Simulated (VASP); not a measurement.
```
NaF
1.0
    0.00000     2.28594     2.28594
    2.28594     0.00000     2.28594
    2.28594     2.28594     0.00000
Na F
1 1
Direct
  0.00000   0.00000   0.00000
  0.50000   0.50000   0.50000
```

The numbers are results of r2SCAN meta-GGA, VASP's PBE PAW potentials (set 64) (plane waves; VASP), not measurements. Numerical set-up: 600 eV cut-off, 10×10×10 Γ-centred mesh, Gaussian smearing of 0.050 eV, potentials Na_pv F.

Each relaxation starts from this cell; other phases were not tried.

Problem. The cell is relaxed at 2 GPa. What happens?

Solution. The volume per atom goes from 11.95 to 11.56 Å³ (-3.2 %), and the cell becomes a = b = c = 4.523 Å, α = β = γ = 90.00°, space group Fm-3m. The gap on the mesh goes from 7.41 to 7.61 eV.

Problem. The cell is relaxed at 5 GPa. What happens?

Solution. The volume per atom goes from 11.95 to 11.07 Å³ (-7.3 %), and the cell becomes a = b = c = 4.458 Å, α = β = γ = 90.00°, space group Fm-3m. The gap on the mesh goes from 7.41 to 7.88 eV.

Failed runs are left out, and for metals the shear rows, which the mesh's noise covers.

The compound is NaF in the rock salt structure.
